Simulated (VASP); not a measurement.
# Lattice of MgB2 across functionals and dispersion corrections, part 2 of 3

How close do the usual functionals, with and without dispersion, come to the cell of MgB2? LASPH is on for some levels and off for others; the table marks which. The start is a cell from a database of measured crystal structures.

VASP 6.6.1, plane waves and PAW; the level of theory is named at each step.

Still holding for the runs below: The k-mesh is coarse for a metal.

So far. Step 2 (Relaxation with LDA): It ends with forces that vanish by symmetry and a pressure of 0.01 GPa. The volume lies -4.6 % from that of the database's start, which holds the thermal and zero-point expansion of its experiment. LDA is known to overbind. The conventional cell has a = 3.037 and c = 3.467 Å. Step 3 (Relaxation with PBEsol): It ends at 9.487 Å³/atom, -2.0 % from the start, with -0.08 GPa left. The conventional cell has a = 3.061 and c = 3.507 Å.

## Step 4: Relaxation with PBE

This step: PBE; plane waves and PAW (Mg, B) (VASP 6.6.1).

PBE, the usual starting point, adds the gradient of the density.

INCAR reads:

```
SYSTEM = MgB2
PREC = Accurate
ENCUT = 520
EDIFF = 1E-06
NELM = 100
ISMEAR = -1
SIGMA = 0.05
LREAL = .FALSE.
ALGO = Normal
GGA = PE
NBANDS = 10
LORBIT = 11
LWAVE = .FALSE.
LCHARG = .FALSE.
KPAR = 4
IBRION = 2
NSW = 60
ISIF = 3
EDIFFG = -0.01
```

POSCAR reads:

```
MgB2
1.0
    3.0850000000      0.0000000000      0.0000000000
   -1.5425000000      2.6716883707      0.0000000000
    0.0000000000      0.0000000000      3.5230000000
Mg B
1 2
Direct
    0.0000000000      0.0000000000      0.0000000000
    0.3333333333      0.6666666667      0.5000000000
    0.6666666667      0.3333333333      0.5000000000
```

KPOINTS reads:

```
Automatic mesh
0
Gamma
7 7 6
0 0 0
```

Potentials, in the order of the species: Mg and B (PBE family, release 64).

On the command line:

```sh
> mpirun -np 4 vasp_std
```

The program printed:

```text
[banner, memory and clock lines left out]
running    4 mpi-ranks, on    1 nodes
[...]
LDA part: xc-table for (Slater+PW92), standard interpolation
 POSCAR, INCAR and KPOINTS ok, starting setup
[...]
entering main loop
       N       E                     dE             d eps       ncg     rms          rms(c)
DAV:   1     0.225504675254E+01    0.22550E+01   -0.38331E+03   712   0.669E+02
DAV:   2    -0.165637875295E+02   -0.18819E+02   -0.17430E+02   874   0.105E+02
DAV:   3    -0.169972725418E+02   -0.43349E+00   -0.42690E+00   828   0.135E+01
DAV:   4    -0.169984007376E+02   -0.11282E-02   -0.11281E-02   820   0.731E-01
[...]
DAV:  10    -0.153288947360E+02    0.35372E-04   -0.12181E-03   802   0.199E-01    0.294E-02
DAV:  11    -0.153288637172E+02    0.31019E-04   -0.13654E-04   730   0.661E-02    0.246E-03
DAV:  12    -0.153288638109E+02   -0.93631E-07   -0.19527E-06   738   0.989E-03
   1 F= -.15328864E+02 E0= -.15325206E+02  d E =-.153289E+02
[... from here on, the cycles between the ionic steps are left out ...]
   2 F= -.15330425E+02 E0= -.15327023E+02  d E =-.156142E-02
   3 F= -.15330645E+02 E0= -.15327158E+02  d E =-.178085E-02
   4 F= -.15330714E+02 E0= -.15327262E+02  d E =-.693074E-04
 trial-energy change:   -0.000069  1 .order   -0.000070   -0.000109   -0.000031
 step:   1.3250(harm=  1.3250)  dis= 0.00000  next Energy=   -15.330721 (dE=-0.760E-04)
 reached required accuracy - stopping structural energy minimisation
```

The job ended after 4.4 s (4 MPI ranks of AMD EPYC 9R45, shared host; peak memory 0.52 GiB; 16 s of CPU time).

From OUTCAR (step 4):

```text
  Total        0.0036299      0.0036299      0.0243454     -0.0000000     -0.0000000     -0.0000000
  in kB        0.2018438      0.2018438      1.3537614     -0.0000000     -0.0000000     -0.0000000
  external PRESSURE =       0.5858164 kB  Pullay stress =       0.0000000 kB

 POSITION                                       TOTAL-FORCE (eV/Angst)
 -----------------------------------------------------------------------------------
     -1.53528      2.65919     -0.00000        -0.000000     -0.000000      0.000000
     -0.00000      1.77279      1.76436         0.000000     -0.000000      0.000000
      1.53528      0.88640      1.76436        -0.000000      0.000000     -0.000000
 -----------------------------------------------------------------------------------
    total drift:                                0.000000     -0.000000      0.000000

  FREE ENERGIE OF THE ION-ELECTRON SYSTEM (eV)
  ---------------------------------------------------
  free  energy   TOTEN  =       -15.3307139682 eV

  energy  without entropy=      -15.3238101409  energy(sigma->0) =      -15.32726205

[... 2 parts as in an earlier step ...]

[... 2 further parts left out ...]
[key lines of the parts left out:]
E-fermi :   5.1653
```

The steps of the relaxation:

```tsv
step	energy less that of the first step (eV)	largest force (eV/Å)	pressure (GPa)	volume (Å³)
1	0.0000	0.0000	-1.36	29.04
2	-0.0016	0.0000	0.72	28.69
3	-0.0018	0.0000	0.17	28.78
4	-0.0019	0.0000	0.06	28.81
```

```tsv
conventional cell, symmetrised	before	after	change
a (Å)	3.085	3.071	-0.5 %
b (Å)	3.085	3.071	-0.5 %
c (Å)	3.523	3.529	+0.2 %
volume (Å³/atom)	9.68	9.60	-0.8 %
```

The relaxed structure:

```
Mg B
1.0
     3.07057    0.00000    0.00000
    -1.53528    2.65919    0.00000
     0.00000    0.00000    3.52871
Mg B
1 2
Direct
  0.00000 0.00000 0.00000
  0.33333 0.66667 0.50000
  0.66667 0.33333 0.50000
```

It ends at 9.604 Å³/atom, -0.8 % from the start, with 0.06 GPa left. The conventional cell has a = 3.071 and c = 3.529 Å.

## Step 5: Relaxation with r2SCAN

This step: r2SCAN; plane waves and PAW (Mg, B) (VASP 6.6.1).

r2SCAN adds the kinetic-energy density, costs more than a GGA and is run with LASPH.

Changes to INCAR since step 4:

```diff
@@ -9,3 +9,4 @@
 ALGO = Normal
-GGA = PE
+METAGGA = R2SCAN
+LASPH = .TRUE.
 NBANDS = 10
```

POSCAR is that of step 4.

KPOINTS is that of step 4.

On the command line:

```sh
> mpirun -np 4 vasp_std
```

The program printed:

```text
[banner, memory and clock lines left out]
running    4 mpi-ranks, on    1 nodes
[...]
[... a notice as in an earlier step ...]

 LDA part: xc-table for (None), standard interpolation
 POSCAR, INCAR and KPOINTS ok, starting setup
[...]
entering main loop
       N       E                     dE             d eps       ncg     rms          rms(c)
DAV:   1    -0.189938553885E+01   -0.18994E+01   -0.39456E+03   712   0.691E+02
DAV:   2    -0.213617195654E+02   -0.19462E+02   -0.18025E+02   866   0.109E+02
DAV:   3    -0.218095632165E+02   -0.44784E+00   -0.43956E+00   818   0.141E+01
DAV:   4    -0.218108457017E+02   -0.12825E-02   -0.12824E-02   842   0.816E-01
[...]
DAV:  11    -0.194078936087E+02   -0.11778E-04   -0.28792E-05   776   0.421E-02    0.390E-03
DAV:  12    -0.194078962475E+02   -0.26388E-05   -0.54437E-06   722   0.176E-02    0.104E-03
DAV:  13    -0.194078965483E+02   -0.30076E-06   -0.47770E-07   438   0.537E-03
   1 F= -.19407897E+02 E0= -.19404068E+02  d E =-.194079E+02
[...]
DAV:   2    -0.194117684773E+02   -0.58577E-03   -0.17411E-03   736   0.295E-01    0.999E-02
DAV:   3    -0.194117543879E+02    0.14089E-04   -0.12627E-04   714   0.918E-02    0.291E-02
DAV:   4    -0.194117628404E+02   -0.84524E-05   -0.13160E-05   708   0.324E-02    0.338E-03
DAV:   5    -0.194117625797E+02    0.26068E-06   -0.68318E-07   412   0.611E-03
   2 F= -.19411763E+02 E0= -.19408420E+02  d E =-.386603E-02
 trial-energy change:   -0.003866  1 .order   -0.003675   -0.013703    0.006354
 step:   0.6953(harm=  0.6832)  dis= 0.00000  next Energy=   -19.412725 (dE=-0.483E-02)
[...]
N       E                     dE             d eps       ncg     rms          rms(c)
DAV:   1    -0.194126902181E+02   -0.92738E-03   -0.74804E-03   710   0.848E-01    0.495E-02
DAV:   2    -0.194127421775E+02   -0.51959E-04   -0.16403E-04   722   0.905E-02    0.305E-02
DAV:   3    -0.194127318168E+02    0.10361E-04   -0.11137E-05   720   0.275E-02    0.910E-03
DAV:   4    -0.194127292492E+02    0.25676E-05   -0.12946E-06   622   0.102E-02    0.105E-03
DAV:   5    -0.194127294582E+02   -0.20902E-06   -0.56306E-08   338   0.189E-03
   3 F= -.19412729E+02 E0= -.19409219E+02  d E =-.483291E-02
[...]
reached required accuracy - stopping structural energy minimisation
```

It took 19 s on 4 MPI ranks; peak memory 0.53 GiB.

Parts of OUTCAR (step 5):

```text
  Total        0.0034372      0.0034372      0.0013999      0.0000000      0.0000000     -0.0000000
  in kB        0.1928294      0.1928294      0.0785343      0.0000000      0.0000000     -0.0000000
  external PRESSURE =       0.1547310 kB  Pullay stress =       0.0000000 kB

 POSITION                                       TOTAL-FORCE (eV/Angst)
 -----------------------------------------------------------------------------------
     -1.53153      2.65269      3.51483        -0.000000      0.000000      0.000000
     -0.00000      1.76846      1.75742         0.000000     -0.000000     -0.000000
      1.53153      0.88423      1.75742        -0.000000      0.000000      0.000000
 -----------------------------------------------------------------------------------
    total drift:                                0.000000     -0.000000      0.000000

  FREE ENERGIE OF THE ION-ELECTRON SYSTEM (eV)
  ---------------------------------------------------
  free  energy   TOTEN  =       -19.4127294582 eV

  energy  without entropy=      -19.4057093124  energy(sigma->0) =      -19.40921939

[... 2 parts as in an earlier step ...]

[... 2 further parts left out ...]
[key lines of the parts left out:]
E-fermi :   5.2241
```

The steps of the relaxation:

```tsv
step	energy less that of the first step (eV)	largest force (eV/Å)	pressure (GPa)	volume (Å³)
1	0.0000	0.0000	-2.72	29.04
2	-0.0039	0.0000	1.28	28.35
3	-0.0048	0.0000	0.02	28.56
```

```tsv
conventional cell, symmetrised	before	after	change
a (Å)	3.085	3.063	-0.7 %
b (Å)	3.085	3.063	-0.7 %
c (Å)	3.523	3.515	-0.2 %
volume (Å³/atom)	9.68	9.52	-1.6 %
```

The relaxed structure:

```
Mg B
1.0
     3.06306    0.00000    0.00000
    -1.53153    2.65269    0.00000
     0.00000    0.00000    3.51483
Mg B
1 2
Direct
  0.00000 0.00000 0.00000
  0.33333 0.66667 0.50000
  0.66667 0.33333 0.50000
```

It ends at 9.520 Å³/atom, -1.6 % from the start, with 0.02 GPa left. The conventional cell has a = 3.063 and c = 3.515 Å.

## Step 6: Relaxation with PBE + D3(BJ)

This step: PBE with D3(BJ); plane waves and PAW (Mg, B) (VASP 6.6.1).

A dispersion term adds the long-range attraction that semilocal functionals lack. D3 with Becke-Johnson damping keeps a finite attraction at short range.

Changes to INCAR since step 5:

```diff
@@ -9,4 +9,4 @@
 ALGO = Normal
-METAGGA = R2SCAN
-LASPH = .TRUE.
+GGA = PE
+IVDW = 12
 NBANDS = 10
```

POSCAR is that of step 5.

KPOINTS is that of step 5.

On the command line:

```sh
> mpirun -np 4 vasp_std
```

The program printed:

```text
[... set-up lines as in an earlier step ...]
 entering main loop
       N       E                     dE             d eps       ncg     rms          rms(c)
[... 12 cycles as in an earlier step ...]
   1 F= -.16175576E+02 E0= -.16171919E+02  d E =-.161756E+02
[...]
2 F= -.16194701E+02 E0= -.16191704E+02  d E =-.191241E-01
[...]
3 F= -.16198234E+02 E0= -.16195021E+02  d E =-.226574E-01
[...]
4 F= -.16198636E+02 E0= -.16195321E+02  d E =-.402569E-03
[...]
5 F= -.16198674E+02 E0= -.16195321E+02  d E =-.440153E-03
[...]
reached required accuracy - stopping structural energy minimisation
```

The job ended after 5.4 s (4 MPI ranks; peak memory 0.56 GiB).

From OUTCAR (step 6):

```text
 Edisp (eV)   -0.88260

 Edisp (eV)   -0.88325

  Total       0.00078     0.00078     0.00787     0.00000    -0.00000     0.00000
  in kB       0.04504     0.04504     0.45280     0.00000    -0.00000     0.00000
  external pressure =        0.18 kB  Pullay stress =        0.00 kB

 POSITION                                       TOTAL-FORCE (eV/Angst)
 -----------------------------------------------------------------------------------
      0.00000      0.00000      3.47344        -0.000000     -0.000000      0.000000
     -0.00000      1.75717      1.73672         0.000000      0.000000     -0.000000
      1.52175      0.87858      1.73672        -0.000000      0.000000      0.000000
 -----------------------------------------------------------------------------------
    total drift:                                0.000000     -0.000000     -0.000000

  FREE ENERGIE OF THE ION-ELECTRON SYSTEM (eV)
  ---------------------------------------------------
  free  energy   TOTEN  =       -16.1986740419 eV

  energy  without entropy=      -16.1919677842  energy(sigma->0) =      -16.19532091

[... 2 parts as in an earlier step ...]

[... 2 further parts left out ...]
[key lines of the parts left out:]
E-fermi :   5.3956
```

Dispersion corrections of this kind ignore metallic screening and tend to overbind metals.

It ends at 9.288 Å³/atom, -4.0 % from the start, with 0.02 GPa left. The conventional cell has a = 3.044 and c = 3.473 Å. Against plain PBE, the dispersion term moves a by -0.9 % and c by -1.6 %.

## Step 7: Relaxation with r2SCAN + rVV10

This step: r2SCAN with rVV10; plane waves and PAW (Mg, B) (VASP 6.6.1).

LUSE_VDW switches on a nonlocal correlation term for dispersion.

Changes to INCAR since step 6:

```diff
@@ -9,4 +9,8 @@
 ALGO = Normal
-GGA = PE
-IVDW = 12
+METAGGA = R2SCAN
+LUSE_VDW = .TRUE.
+IVDW_NL = 2
+BPARAM = 11.95
+CPARAM = 0.0093
+LASPH = .TRUE.
 NBANDS = 10
```

POSCAR is that of step 6.

KPOINTS is that of step 6.

On the command line:

```sh
> mpirun -np 4 vasp_std
```

The program printed:

```text
[banner, memory and clock lines left out]
running    4 mpi-ranks, on    1 nodes
[...]
|                                                                             |
|               ----> ADVICE to this user running VASP <----                  |
|                                                                             |
|     You have switched on vdW-DFT.                                           |
|     This routine was written and supplied by Jiri Klimes. We recommend      |
|     that you carefully read and cite the following publications:            |
|       J. Klimes, D.R. Bowler, A. Michelides                                 |
|          J. Phys.: Cond Matt. 22 022201 (2010)                              |
|       J. Klimes, D.R. Bowler, A. Michelides                                 |
|          Phys. Rev. B. 83, 195131 (2011)                                    |
|     and references therein.                                                 |
|                                                                             |

[...]
Total rVV10 correction in eV:      0.1525659    11.5738520
Total rVV10 correction in eV:      0.1525659    11.5738520
Total rVV10 correction in eV:      0.1525659    11.5738520
DAV:  13    -0.192552055142E+02   -0.27509E-06   -0.42543E-07   440   0.513E-03
Total rVV10 correction in eV:      0.1525672    11.5738520
Total rVV10 correction in eV:      0.1525672    11.5738520
Total rVV10 correction in eV:      0.1525672    11.5738520
Total rVV10 correction in eV:      0.1525672    11.5738520
Total rVV10 correction in eV:      0.1525671    11.5738520
Total rVV10 correction in eV:      0.1525671    11.5738520
Total rVV10 correction in eV:      0.1525671    11.5738520
Total rVV10 correction in eV:      0.1525671    11.5738520
   1 F= -.19255206E+02 E0= -.19251460E+02  d E =-.192552E+02
[... from here on, the cycles between the ionic steps are left out ...]
   2 F= -.19259935E+02 E0= -.19256665E+02  d E =-.472958E-02
   3 F= -.19261095E+02 E0= -.19257663E+02  d E =-.588973E-02
   4 F= -.19261094E+02 E0= -.19257654E+02  d E =-.588830E-02
   5 F= -.19261109E+02 E0= -.19257645E+02  d E =-.150195E-04
 trial-energy change:   -0.000015  1 .order   -0.000015   -0.000023   -0.000006
 step:   1.2840(harm=  1.2840)  dis= 0.00000  next Energy=   -19.261110 (dE=-0.159E-04)
 reached required accuracy - stopping structural energy minimisation
```

Run time: 57 s. Hardware: 4 MPI ranks; peak memory 0.83 GiB; 3.7 min of CPU time.

OUTCAR, selected parts (step 7):

```text
  Total       -0.0080260     -0.0080260     -0.0142335      0.0000000     -0.0000000      0.0000000
  in kB       -0.4513001     -0.4513001     -0.8003439      0.0000000     -0.0000000      0.0000000
  external PRESSURE =      -0.5676480 kB  Pullay stress =       0.0000000 kB

 POSITION                                       TOTAL-FORCE (eV/Angst)
 -----------------------------------------------------------------------------------
      1.53107      2.65189      0.00000         0.000000      0.000000      0.000000
     -0.00000      1.76792      1.75443         0.000000      0.000000     -0.000000
      1.53107      0.88396      1.75443        -0.000000     -0.000000      0.000000
 -----------------------------------------------------------------------------------
    total drift:                               -0.000000      0.000000      0.000000

  FREE ENERGIE OF THE ION-ELECTRON SYSTEM (eV)
  ---------------------------------------------------
  free  energy   TOTEN  =       -19.2611088293 eV

  energy  without entropy=      -19.2541802462  energy(sigma->0) =      -19.25764454

[... 2 parts as in an earlier step ...]

[... 2 further parts left out ...]
[key lines of the parts left out:]
E-fermi :   5.2317
```

It ends at 9.498 Å³/atom, -1.9 % from the start, with -0.06 GPa left. The conventional cell has a = 3.062 and c = 3.509 Å. Against plain r2SCAN, the dispersion term moves a by -0.0 % and c by -0.2 %.

## Step 8: Relaxation with PBE + D4

This step: PBE with D4; plane waves and PAW (Mg, B) (VASP 6.6.1).

D4 lets the coefficients depend on atomic charges too.

Changes to INCAR since step 7:

```diff
@@ -9,8 +9,4 @@
 ALGO = Normal
-METAGGA = R2SCAN
-LUSE_VDW = .TRUE.
-IVDW_NL = 2
-BPARAM = 11.95
-CPARAM = 0.0093
-LASPH = .TRUE.
+GGA = PE
+IVDW = 13
 NBANDS = 10
```

POSCAR is that of step 7.

KPOINTS is that of step 7.

On the command line:

```sh
> mpirun -np 4 vasp_std
```

The program printed:

```text
[... set-up lines as in an earlier step ...]
 entering main loop
       N       E                     dE             d eps       ncg     rms          rms(c)
[... 12 cycles as in an earlier step ...]
   1 F= -.15978199E+02 E0= -.15974541E+02  d E =-.159782E+02
[...]
2 F= -.15992656E+02 E0= -.15989487E+02  d E =-.144570E-01
[...]
3 F= -.15995032E+02 E0= -.15991708E+02  d E =-.168332E-01
[...]
4 F= -.15995517E+02 E0= -.15992113E+02  d E =-.485350E-03
[...]
5 F= -.15995571E+02 E0= -.15992150E+02  d E =-.539683E-03
[...]
reached required accuracy - stopping structural energy minimisation
```

Run time: 9.4 s. Hardware: 4 MPI ranks; peak memory 0.53 GiB; 36 s of CPU time.

From OUTCAR (step 8):

```text
  Edisp (eV):   -0.67629

  Total       0.00237     0.00237     0.00723     0.00000     0.00000     0.00000
  in kB       0.13539     0.13539     0.41386     0.00000     0.00000     0.00000
  external pressure =        0.23 kB  Pullay stress =        0.00 kB

 POSITION                                       TOTAL-FORCE (eV/Angst)
 -----------------------------------------------------------------------------------
     -0.00000      0.00000      3.47302         0.000000     -0.000000      0.000000
     -0.00000      1.76156      1.73651        -0.000000      0.000000      0.000000
      1.52555      0.88078      1.73651         0.000000     -0.000000     -0.000000
 -----------------------------------------------------------------------------------
    total drift:                                0.000000     -0.000000     -0.000000

  FREE ENERGIE OF THE ION-ELECTRON SYSTEM (eV)
  ---------------------------------------------------
  free  energy   TOTEN  =       -15.9955714778 eV

  energy  without entropy=      -15.9887285983  energy(sigma->0) =      -15.99215004

[... 2 parts as in an earlier step ...]

[... 2 further parts left out ...]
[key lines of the parts left out:]
E-fermi :   5.3588
```

It ends at 9.333 Å³/atom, -3.6 % from the start, with 0.02 GPa left. The conventional cell has a = 3.051 and c = 3.473 Å. Against plain PBE, the dispersion term moves a by -0.6 % and c by -1.6 %.

(Part 2 of 3 ends here.)

[Lines on the potential files, build, host, timing and source positions are cut from VASP's logs without a mark.]

[Logs are printed without paths, hosts, clocks, repeated set-up lines and the standing remarks that a program may print on its own settings, such as how far it seeks lower states.]

[Hosts, paths, dates, database ids (printed as entryN), source tags and the programs' standing remarks are cut or masked in the printed files.]

[A measured line is paired with the nearest computed mode of its activity, which favours agreement.]
